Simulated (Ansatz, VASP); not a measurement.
# Cross-check of Ge (Germanium) between VASP and Ansatz, part 4 of 4

Aim: how closely do two programs agree when they are given the same cell, functional and k mesh? The structure shown is the start of the Ansatz relaxation below; VASP solves that cell, so the two are compared at the walk's first step.

VASP 6.6.1 and Ansatz 0.2.0.

So far. Step 7 (VASP: single point, LDA, start cell, pair 2): The run ends at a pressure of 4.24 GPa, with forces up to 0.13 eV/Å.

## (10) Ansatz: relaxation, LDA

Level of this step: Ansatz beside VASP: Kohn-Sham DFT, plane waves, LDA (Ansatz).

The two programs are compared at the cell with which this relaxation starts, whose forces are those of its first step. The cell compared in this pair holds 42.81 Å³, against 42.11 Å³ for the pair before.

The structure compared here is the start of the Ansatz relaxation; VASP solves that cell, so the two are compared at the walk's first step.

input.yaml

```yaml
crystal:
  lattice:
    - [0.0444400779, 2.7989678968, 2.7989678968]
    - [2.7989678968, 0.0444400779, 2.7989678968]
    - [2.7989678968, 2.7989678968, 0.0444400779]
  atoms:
    - { symbol: Ge, position: [0.5005891399, 0.5005891399, 0.5005891399] }
    - { symbol: Ge, position: [0.7494108601, 0.7494108601, 0.7494108601] }
  conventional_axes: [[-1, 1, 0], [0, -1, 1], [1, 1, 1]]
kpoints:
  mp_grid: { grid: [12, 12, 12], shift: [0.5, 0.5, 0.5] }
hamiltonian:
  xc: lda
  pseudopotentials: { kind: paw, azcp: { folder: soft_1 }, xc_functional: pbe }
scf:
  occupations: { method: gaussian, width: 0.015 }
output:
  forces: true
  stress: true
  eigenvalues: true
relax:
  adjacent_minimum: "off"
  f_tol: 0.001
  max_steps: 60
  cell: { stress_tol: 0.01, fix: [a, b, angles] }
```

Started as:

```bash
$ ansatz run input.yaml --threads 4 --pin off --max-ram 10240MiB --backend cpu --events-out ev --progress --plain --runs-dir out
```

Numbers of over 12 decimals in the logs are rounded to 6 here.

What it wrote:

```text
[...]
Crystal: 2 atoms, lattice volume = 42.811 Å³
Basis set: ecut = 420 eV, 875 PW (Γ)
Bands: 18, of which v1, the nominal top of the filled ones, is band 14 counted from 1 (13 counted from 0)
Symmetry: 12 space group operations
[...]
k-points: 182 of 1728
[...]
k-point 181: bands = [... 10 lower, -2.1332, 1.0391, 6.7779, 7.4793, 10.2050, 12.6744, 13.0996, 16.4983]
--- Relaxed structure (4 steps of the walk, 4 accepted, 1 SCFs on fresh bases) ---
[...]
cell:  # Å, volume = 42.9818 Å³
    - [0.051940, 2.806468, 2.806468]
    - [2.806468, 0.051940, 2.806468]
    - [2.806468, 2.806468, 0.051940]
  atoms:
    - { symbol: Ge, position: [0.501241, 0.501241, 0.501241] }
    - { symbol: Ge, position: [0.748759, 0.748759, 0.748759] }
[key lines of the parts left out:]
SCF converged after 5 iterations
Free energy (F): -8431.434448 eV
Fermi energy:    9.139818 eV
P = ⅓ Tr σ = 2.5683 GPa (25.683 kbar)
```

## (11) VASP: single point, LDA, start cell, pair 3

The same cell, functional (in two slightly different forms), mesh and smearing now go to VASP, with its own data sets.

INCAR

```
SYSTEM = Ge
PREC = Accurate
ENCUT = 410
EDIFF = 1E-06
NELM = 120
ISMEAR = 0
SIGMA = 0.015
LREAL = .FALSE.
ALGO = Normal
GGA = CA
NBANDS = 20
LORBIT = 11
LWAVE = .FALSE.
LCHARG = .FALSE.
ISIF = 2
ISYM = 2
LASPH = .TRUE.
GGA_COMPAT = .FALSE.
EFERMI = MIDGAP
KPAR = 2
```

POSCAR

```
Ge
1.0
    0.0444400000      2.7989680000      2.7989680000
    2.7989680000      0.0444400000      2.7989680000
    2.7989680000      2.7989680000      0.0444400000
Ge
2
Direct
    0.5005891135      0.5005891135      0.5005891135
    0.7494108865      0.7494108865      0.7494108865
```

KPOINTS

```
Points of the shifted mesh
1728
Reciprocal
 0.0416666667  0.0416666667  0.0416666667 1
 0.0416666667  0.0416666667  0.1250000000 1
 0.0416666667  0.0416666667  0.2083333333 1
 0.0416666667  0.0416666667  0.2916666667 1
 0.0416666667  0.0416666667  0.3750000000 1
 0.0416666667  0.0416666667  0.4583333333 1
 0.0416666667  0.0416666667  0.5416666667 1
 0.0416666667  0.0416666667  0.6250000000 1
 0.0416666667  0.0416666667  0.7083333333 1
 0.0416666667  0.0416666667  0.7916666667 1
 0.0416666667  0.0416666667  0.8750000000 1
 0.0416666667  0.0416666667  0.9583333333 1
 0.0416666667  0.1250000000  0.0416666667 1
 0.0416666667  0.1250000000  0.1250000000 1
 0.0416666667  0.1250000000  0.2083333333 1
 0.0416666667  0.1250000000  0.2916666667 1
 0.0416666667  0.1250000000  0.3750000000 1
 0.0416666667  0.1250000000  0.4583333333 1
 0.0416666667  0.1250000000  0.5416666667 1
 0.0416666667  0.1250000000  0.6250000000 1
 0.0416666667  0.1250000000  0.7083333333 1
 0.0416666667  0.1250000000  0.7916666667 1
 0.0416666667  0.1250000000  0.8750000000 1
 0.0416666667  0.1250000000  0.9583333333 1
 0.0416666667  0.2083333333  0.0416666667 1
 0.0416666667  0.2083333333  0.1250000000 1
 0.0416666667  0.2083333333  0.2083333333 1
 0.0416666667  0.2083333333  0.2916666667 1
 0.0416666667  0.2083333333  0.3750000000 1
 0.0416666667  0.2083333333  0.4583333333 1
 0.0416666667  0.2083333333  0.5416666667 1
 0.0416666667  0.2083333333  0.6250000000 1
 0.0416666667  0.2083333333  0.7083333333 1
 0.0416666667  0.2083333333  0.7916666667 1
 0.0416666667  0.2083333333  0.8750000000 1
 0.0416666667  0.2083333333  0.9583333333 1
 0.0416666667  0.2916666667  0.0416666667 1
 0.0416666667  0.2916666667  0.1250000000 1
 0.0416666667  0.2916666667  0.2083333333 1
 0.0416666667  0.2916666667  0.2916666667 1
 0.0416666667  0.2916666667  0.3750000000 1
 0.0416666667  0.2916666667  0.4583333333 1
 0.0416666667  0.2916666667  0.5416666667 1
 0.0416666667  0.2916666667  0.6250000000 1
 0.0416666667  0.2916666667  0.7083333333 1
 0.0416666667  0.2916666667  0.7916666667 1
 0.0416666667  0.2916666667  0.8750000000 1
 0.0416666667  0.2916666667  0.9583333333 1
 0.0416666667  0.3750000000  0.0416666667 1
 0.0416666667  0.3750000000  0.1250000000 1
 0.0416666667  0.3750000000  0.2083333333 1
 0.0416666667  0.3750000000  0.2916666667 1
 0.0416666667  0.3750000000  0.3750000000 1
 0.0416666667  0.3750000000  0.4583333333 1
 0.0416666667  0.3750000000  0.5416666667 1
 0.0416666667  0.3750000000  0.6250000000 1
 0.0416666667  0.3750000000  0.7083333333 1
 0.0416666667  0.3750000000  0.7916666667 1
 0.0416666667  0.3750000000  0.8750000000 1
 0.0416666667  0.3750000000  0.9583333333 1
 0.0416666667  0.4583333333  0.0416666667 1
 0.0416666667  0.4583333333  0.1250000000 1
 0.0416666667  0.4583333333  0.2083333333 1
 0.0416666667  0.4583333333  0.2916666667 1
 0.0416666667  0.4583333333  0.3750000000 1
 0.0416666667  0.4583333333  0.4583333333 1
 0.0416666667  0.4583333333  0.5416666667 1
 0.0416666667  0.4583333333  0.6250000000 1
 0.0416666667  0.4583333333  0.7083333333 1
 0.0416666667  0.4583333333  0.7916666667 1
 0.0416666667  0.4583333333  0.8750000000 1
 0.0416666667  0.4583333333  0.9583333333 1
 0.0416666667  0.5416666667  0.0416666667 1
 0.0416666667  0.5416666667  0.1250000000 1
 0.0416666667  0.5416666667  0.2083333333 1
 0.0416666667  0.5416666667  0.2916666667 1
 0.0416666667  0.5416666667  0.3750000000 1
 0.0416666667  0.5416666667  0.4583333333 1
 0.0416666667  0.5416666667  0.5416666667 1
 0.0416666667  0.5416666667  0.6250000000 1
 0.0416666667  0.5416666667  0.7083333333 1
 0.0416666667  0.5416666667  0.7916666667 1
 0.0416666667  0.5416666667  0.8750000000 1
 0.0416666667  0.5416666667  0.9583333333 1
 0.0416666667  0.6250000000  0.0416666667 1
 0.0416666667  0.6250000000  0.1250000000 1
 0.0416666667  0.6250000000  0.2083333333 1
 0.0416666667  0.6250000000  0.2916666667 1
 0.0416666667  0.6250000000  0.3750000000 1
 0.0416666667  0.6250000000  0.4583333333 1
 0.0416666667  0.6250000000  0.5416666667 1
 0.0416666667  0.6250000000  0.6250000000 1
 0.0416666667  0.6250000000  0.7083333333 1
 0.0416666667  0.6250000000  0.7916666667 1
 0.0416666667  0.6250000000  0.8750000000 1
 0.0416666667  0.6250000000  0.9583333333 1
 0.0416666667  0.7083333333  0.0416666667 1
 0.0416666667  0.7083333333  0.1250000000 1
 0.0416666667  0.7083333333  0.2083333333 1
 0.0416666667  0.7083333333  0.2916666667 1
 0.0416666667  0.7083333333  0.3750000000 1
 0.0416666667  0.7083333333  0.4583333333 1
 0.0416666667  0.7083333333  0.5416666667 1
 0.0416666667  0.7083333333  0.6250000000 1
 0.0416666667  0.7083333333  0.7083333333 1
 0.0416666667  0.7083333333  0.7916666667 1
 0.0416666667  0.7083333333  0.8750000000 1
 0.0416666667  0.7083333333  0.9583333333 1
 0.0416666667  0.7916666667  0.0416666667 1
 0.0416666667  0.7916666667  0.1250000000 1
 0.0416666667  0.7916666667  0.2083333333 1
 0.0416666667  0.7916666667  0.2916666667 1
[... 1390 lines left out ...]
 0.8750000000  0.4583333333  0.1250000000 1
 0.8750000000  0.4583333333  0.2083333333 1
 0.8750000000  0.4583333333  0.2916666667 1
 0.8750000000  0.4583333333  0.3750000000 1
 0.8750000000  0.4583333333  0.4583333333 1
 0.8750000000  0.4583333333  0.5416666667 1
 0.8750000000  0.4583333333  0.6250000000 1
 0.8750000000  0.4583333333  0.7083333333 1
 0.8750000000  0.4583333333  0.7916666667 1
 0.8750000000  0.4583333333  0.8750000000 1
 0.8750000000  0.4583333333  0.9583333333 1
 0.8750000000  0.5416666667  0.0416666667 1
 0.8750000000  0.5416666667  0.1250000000 1
 0.8750000000  0.5416666667  0.2083333333 1
 0.8750000000  0.5416666667  0.2916666667 1
 0.8750000000  0.5416666667  0.3750000000 1
 0.8750000000  0.5416666667  0.4583333333 1
 0.8750000000  0.5416666667  0.5416666667 1
 0.8750000000  0.5416666667  0.6250000000 1
 0.8750000000  0.5416666667  0.7083333333 1
 0.8750000000  0.5416666667  0.7916666667 1
 0.8750000000  0.5416666667  0.8750000000 1
 0.8750000000  0.5416666667  0.9583333333 1
 0.8750000000  0.6250000000  0.0416666667 1
 0.8750000000  0.6250000000  0.1250000000 1
 0.8750000000  0.6250000000  0.2083333333 1
 0.8750000000  0.6250000000  0.2916666667 1
 0.8750000000  0.6250000000  0.3750000000 1
 0.8750000000  0.6250000000  0.4583333333 1
 0.8750000000  0.6250000000  0.5416666667 1
 0.8750000000  0.6250000000  0.6250000000 1
 0.8750000000  0.6250000000  0.7083333333 1
 0.8750000000  0.6250000000  0.7916666667 1
 0.8750000000  0.6250000000  0.8750000000 1
 0.8750000000  0.6250000000  0.9583333333 1
 0.8750000000  0.7083333333  0.0416666667 1
 0.8750000000  0.7083333333  0.1250000000 1
 0.8750000000  0.7083333333  0.2083333333 1
 0.8750000000  0.7083333333  0.2916666667 1
 0.8750000000  0.7083333333  0.3750000000 1
 0.8750000000  0.7083333333  0.4583333333 1
 0.8750000000  0.7083333333  0.5416666667 1
 0.8750000000  0.7083333333  0.6250000000 1
 0.8750000000  0.7083333333  0.7083333333 1
 0.8750000000  0.7083333333  0.7916666667 1
 0.8750000000  0.7083333333  0.8750000000 1
 0.8750000000  0.7083333333  0.9583333333 1
 0.8750000000  0.7916666667  0.0416666667 1
 0.8750000000  0.7916666667  0.1250000000 1
 0.8750000000  0.7916666667  0.2083333333 1
 0.8750000000  0.7916666667  0.2916666667 1
 0.8750000000  0.7916666667  0.3750000000 1
 0.8750000000  0.7916666667  0.4583333333 1
 0.8750000000  0.7916666667  0.5416666667 1
 0.8750000000  0.7916666667  0.6250000000 1
 0.8750000000  0.7916666667  0.7083333333 1
 0.8750000000  0.7916666667  0.7916666667 1
 0.8750000000  0.7916666667  0.8750000000 1
 0.8750000000  0.7916666667  0.9583333333 1
 0.8750000000  0.8750000000  0.0416666667 1
 0.8750000000  0.8750000000  0.1250000000 1
 0.8750000000  0.8750000000  0.2083333333 1
 0.8750000000  0.8750000000  0.2916666667 1
 0.8750000000  0.8750000000  0.3750000000 1
 0.8750000000  0.8750000000  0.4583333333 1
 0.8750000000  0.8750000000  0.5416666667 1
 0.8750000000  0.8750000000  0.6250000000 1
 0.8750000000  0.8750000000  0.7083333333 1
 0.8750000000  0.8750000000  0.7916666667 1
 0.8750000000  0.8750000000  0.8750000000 1
 0.8750000000  0.8750000000  0.9583333333 1
 0.8750000000  0.9583333333  0.0416666667 1
 0.8750000000  0.9583333333  0.1250000000 1
 0.8750000000  0.9583333333  0.2083333333 1
 0.8750000000  0.9583333333  0.2916666667 1
 0.8750000000  0.9583333333  0.3750000000 1
 0.8750000000  0.9583333333  0.4583333333 1
 0.8750000000  0.9583333333  0.5416666667 1
 0.8750000000  0.9583333333  0.6250000000 1
 0.8750000000  0.9583333333  0.7083333333 1
 0.8750000000  0.9583333333  0.7916666667 1
 0.8750000000  0.9583333333  0.8750000000 1
 0.8750000000  0.9583333333  0.9583333333 1
 0.9583333333  0.0416666667  0.0416666667 1
 0.9583333333  0.0416666667  0.1250000000 1
 0.9583333333  0.0416666667  0.2083333333 1
 0.9583333333  0.0416666667  0.2916666667 1
 0.9583333333  0.0416666667  0.3750000000 1
 0.9583333333  0.0416666667  0.4583333333 1
 0.9583333333  0.0416666667  0.5416666667 1
 0.9583333333  0.0416666667  0.6250000000 1
 0.9583333333  0.0416666667  0.7083333333 1
 0.9583333333  0.0416666667  0.7916666667 1
 0.9583333333  0.0416666667  0.8750000000 1
 0.9583333333  0.0416666667  0.9583333333 1
 0.9583333333  0.1250000000  0.0416666667 1
 0.9583333333  0.1250000000  0.1250000000 1
 0.9583333333  0.1250000000  0.2083333333 1
 0.9583333333  0.1250000000  0.2916666667 1
 0.9583333333  0.1250000000  0.3750000000 1
 0.9583333333  0.1250000000  0.4583333333 1
 0.9583333333  0.1250000000  0.5416666667 1
 0.9583333333  0.1250000000  0.6250000000 1
 0.9583333333  0.1250000000  0.7083333333 1
 0.9583333333  0.1250000000  0.7916666667 1
 0.9583333333  0.1250000000  0.8750000000 1
 0.9583333333  0.1250000000  0.9583333333 1
 0.9583333333  0.2083333333  0.0416666667 1
 0.9583333333  0.2083333333  0.1250000000 1
 0.9583333333  0.2083333333  0.2083333333 1
 0.9583333333  0.2083333333  0.2916666667 1
 0.9583333333  0.2083333333  0.3750000000 1
 0.9583333333  0.2083333333  0.4583333333 1
 0.9583333333  0.2083333333  0.5416666667 1
 0.9583333333  0.2083333333  0.6250000000 1
 0.9583333333  0.2083333333  0.7083333333 1
 0.9583333333  0.2083333333  0.7916666667 1
 0.9583333333  0.2083333333  0.8750000000 1
 0.9583333333  0.2083333333  0.9583333333 1
 0.9583333333  0.2916666667  0.0416666667 1
 0.9583333333  0.2916666667  0.1250000000 1
 0.9583333333  0.2916666667  0.2083333333 1
 0.9583333333  0.2916666667  0.2916666667 1
 0.9583333333  0.2916666667  0.3750000000 1
 0.9583333333  0.2916666667  0.4583333333 1
 0.9583333333  0.2916666667  0.5416666667 1
 0.9583333333  0.2916666667  0.6250000000 1
 0.9583333333  0.2916666667  0.7083333333 1
 0.9583333333  0.2916666667  0.7916666667 1
 0.9583333333  0.2916666667  0.8750000000 1
 0.9583333333  0.2916666667  0.9583333333 1
 0.9583333333  0.3750000000  0.0416666667 1
 0.9583333333  0.3750000000  0.1250000000 1
 0.9583333333  0.3750000000  0.2083333333 1
 0.9583333333  0.3750000000  0.2916666667 1
 0.9583333333  0.3750000000  0.3750000000 1
 0.9583333333  0.3750000000  0.4583333333 1
 0.9583333333  0.3750000000  0.5416666667 1
 0.9583333333  0.3750000000  0.6250000000 1
 0.9583333333  0.3750000000  0.7083333333 1
 0.9583333333  0.3750000000  0.7916666667 1
 0.9583333333  0.3750000000  0.8750000000 1
 0.9583333333  0.3750000000  0.9583333333 1
 0.9583333333  0.4583333333  0.0416666667 1
 0.9583333333  0.4583333333  0.1250000000 1
 0.9583333333  0.4583333333  0.2083333333 1
 0.9583333333  0.4583333333  0.2916666667 1
 0.9583333333  0.4583333333  0.3750000000 1
 0.9583333333  0.4583333333  0.4583333333 1
 0.9583333333  0.4583333333  0.5416666667 1
 0.9583333333  0.4583333333  0.6250000000 1
 0.9583333333  0.4583333333  0.7083333333 1
 0.9583333333  0.4583333333  0.7916666667 1
 0.9583333333  0.4583333333  0.8750000000 1
 0.9583333333  0.4583333333  0.9583333333 1
 0.9583333333  0.5416666667  0.0416666667 1
 0.9583333333  0.5416666667  0.1250000000 1
 0.9583333333  0.5416666667  0.2083333333 1
 0.9583333333  0.5416666667  0.2916666667 1
 0.9583333333  0.5416666667  0.3750000000 1
 0.9583333333  0.5416666667  0.4583333333 1
 0.9583333333  0.5416666667  0.5416666667 1
 0.9583333333  0.5416666667  0.6250000000 1
 0.9583333333  0.5416666667  0.7083333333 1
 0.9583333333  0.5416666667  0.7916666667 1
 0.9583333333  0.5416666667  0.8750000000 1
 0.9583333333  0.5416666667  0.9583333333 1
 0.9583333333  0.6250000000  0.0416666667 1
 0.9583333333  0.6250000000  0.1250000000 1
 0.9583333333  0.6250000000  0.2083333333 1
 0.9583333333  0.6250000000  0.2916666667 1
 0.9583333333  0.6250000000  0.3750000000 1
 0.9583333333  0.6250000000  0.4583333333 1
 0.9583333333  0.6250000000  0.5416666667 1
 0.9583333333  0.6250000000  0.6250000000 1
 0.9583333333  0.6250000000  0.7083333333 1
 0.9583333333  0.6250000000  0.7916666667 1
 0.9583333333  0.6250000000  0.8750000000 1
 0.9583333333  0.6250000000  0.9583333333 1
 0.9583333333  0.7083333333  0.0416666667 1
 0.9583333333  0.7083333333  0.1250000000 1
 0.9583333333  0.7083333333  0.2083333333 1
 0.9583333333  0.7083333333  0.2916666667 1
 0.9583333333  0.7083333333  0.3750000000 1
 0.9583333333  0.7083333333  0.4583333333 1
 0.9583333333  0.7083333333  0.5416666667 1
 0.9583333333  0.7083333333  0.6250000000 1
 0.9583333333  0.7083333333  0.7083333333 1
 0.9583333333  0.7083333333  0.7916666667 1
 0.9583333333  0.7083333333  0.8750000000 1
 0.9583333333  0.7083333333  0.9583333333 1
 0.9583333333  0.7916666667  0.0416666667 1
 0.9583333333  0.7916666667  0.1250000000 1
 0.9583333333  0.7916666667  0.2083333333 1
 0.9583333333  0.7916666667  0.2916666667 1
 0.9583333333  0.7916666667  0.3750000000 1
 0.9583333333  0.7916666667  0.4583333333 1
 0.9583333333  0.7916666667  0.5416666667 1
 0.9583333333  0.7916666667  0.6250000000 1
 0.9583333333  0.7916666667  0.7083333333 1
 0.9583333333  0.7916666667  0.7916666667 1
 0.9583333333  0.7916666667  0.8750000000 1
 0.9583333333  0.7916666667  0.9583333333 1
 0.9583333333  0.8750000000  0.0416666667 1
 0.9583333333  0.8750000000  0.1250000000 1
 0.9583333333  0.8750000000  0.2083333333 1
 0.9583333333  0.8750000000  0.2916666667 1
 0.9583333333  0.8750000000  0.3750000000 1
 0.9583333333  0.8750000000  0.4583333333 1
 0.9583333333  0.8750000000  0.5416666667 1
 0.9583333333  0.8750000000  0.6250000000 1
 0.9583333333  0.8750000000  0.7083333333 1
 0.9583333333  0.8750000000  0.7916666667 1
 0.9583333333  0.8750000000  0.8750000000 1
 0.9583333333  0.8750000000  0.9583333333 1
 0.9583333333  0.9583333333  0.0416666667 1
 0.9583333333  0.9583333333  0.1250000000 1
 0.9583333333  0.9583333333  0.2083333333 1
 0.9583333333  0.9583333333  0.2916666667 1
 0.9583333333  0.9583333333  0.3750000000 1
 0.9583333333  0.9583333333  0.4583333333 1
 0.9583333333  0.9583333333  0.5416666667 1
 0.9583333333  0.9583333333  0.6250000000 1
 0.9583333333  0.9583333333  0.7083333333 1
 0.9583333333  0.9583333333  0.7916666667 1
 0.9583333333  0.9583333333  0.8750000000 1
 0.9583333333  0.9583333333  0.9583333333 1
```

PAW data sets: Ge_d (LDA family, release 64).

Started as:

```bash
$ mpirun -np 2 vasp_std
```

What it wrote:

```text
[... set-up lines as in an earlier step ...]
 entering main loop
       N       E                     dE             d eps       ncg     rms          rms(c)
DAV:   1     0.170203653192E+03    0.17020E+03   -0.13275E+04 74608   0.341E+03
DAV:   2     0.124274343786E+02   -0.15778E+03   -0.15363E+03 69312   0.533E+02
DAV:   3    -0.990243960137E+01   -0.22330E+02   -0.22187E+02 78052   0.135E+02
DAV:   4    -0.105581965699E+02   -0.65576E+00   -0.65539E+00 77660   0.276E+01
[...]
DAV:   9    -0.103687404655E+02   -0.20994E-04   -0.11313E-04 80620   0.115E-01    0.166E-02
DAV:  10    -0.103687376190E+02    0.28465E-05   -0.11001E-05 93460   0.461E-02    0.440E-03
DAV:  11    -0.103687373751E+02    0.24390E-06   -0.14802E-06 58232   0.910E-03
   1 F= -.10368737E+02 E0= -.10368737E+02  d E =-.365243E-86
```

OUTCAR, selected parts (step 11):

```text
  Total        0.7348747      0.7348747      0.7348747     -0.3484946     -0.3484946     -0.3484946
  in kB       27.5022014     27.5022014     27.5022014    -13.0421805    -13.0421805    -13.0421805
  external PRESSURE =      27.5022014 kB  Pullay stress =       0.0000000 kB

 POSITION                                       TOTAL-FORCE (eV/Angst)
 -----------------------------------------------------------------------------------
      2.82451      2.82451      2.82451         0.068037      0.068037      0.068037
      4.22846      4.22846      4.22846        -0.068037     -0.068037     -0.068037
 -----------------------------------------------------------------------------------
    total drift:                                0.000000      0.000000      0.000000

  FREE ENERGIE OF THE ION-ELECTRON SYSTEM (eV)
  ---------------------------------------------------
  free  energy   TOTEN  =       -10.3687373751 eV

  energy  without entropy=      -10.3687373751  energy(sigma->0) =      -10.36873738

[... 1 part as in an earlier step ...]

[... 2 further parts left out ...]
[key lines of the parts left out:]
E-fermi :   5.4990
```

The run ends at a pressure of 2.75 GPa, with forces up to 0.12 eV/Å.

## (12) Comparison

Forces (eV/Å; atoms numbered as in POSCAR):

| atom | Ansatz x, y, z | VASP x, y, z |
| --- | --- | --- |
| Ge1 | 0.066, 0.066, 0.066 | 0.068, 0.068, 0.068 |
| Ge2 | -0.066, -0.066, -0.066 | -0.068, -0.068, -0.068 |

The forces differ by 1.6 meV/Å r.m.s., which is 2.3 % of the r.m.s. force of 0.068 eV/Å (both taken over all components).

## (13) Other set-ups

Further runs change the set-up of one program: Ansatz's method, potentials or start, or VASP's data sets, cutoff or form of LDA. The table gives that difference for each run.

| run | r.m.s. force difference (meV/Å) |
| --- | --- |
| as above | 1.6 |
| VASP with a cutoff of 500 eV (perhaps on Ansatz's relaxed cell) | 1.1 |

## (14) Outcome

```yaml
r_m_s_force_difference_single_point_lda_start_cell_pair_1: 3.4 meV/Å
r_m_s_force_difference_single_point_lda_start_cell_pair_2: 2.4 meV/Å
r_m_s_force_difference_single_point_lda_start_cell_pair_3: 1.6 meV/Å
```

In words: The r.m.s. force difference is 3.4 meV/Å (single point, LDA, start cell, pair 1), within the 12 meV/Å picked in this series as the mark of a large difference. Single point, LDA, start cell, pair 3, VASP with a cutoff of 500 eV (perhaps on Ansatz's relaxed cell): r.m.s. force difference goes from 1.6 to 1.1 meV/Å. 9 further runs of this series are not shown here. Such differences can come from data sets, numerical settings and the points named under the comparisons, not from the functional's error against experiment.

[Lines on the potential files, build, host, timing and source positions are cut from VASP's logs without a mark.]

[Logs are printed without paths, hosts, clocks, repeated set-up lines and the standing remarks that a program may print on its own settings, such as how far it seeks lower states.]

[Hosts, paths, dates, database ids (printed as entryN), source tags and the programs' standing remarks are cut or masked in the printed files.]

[Rows of further runs with another cutoff or data set may stand on the cell that Ansatz relaxed, not on the start cell of the pair above them.]
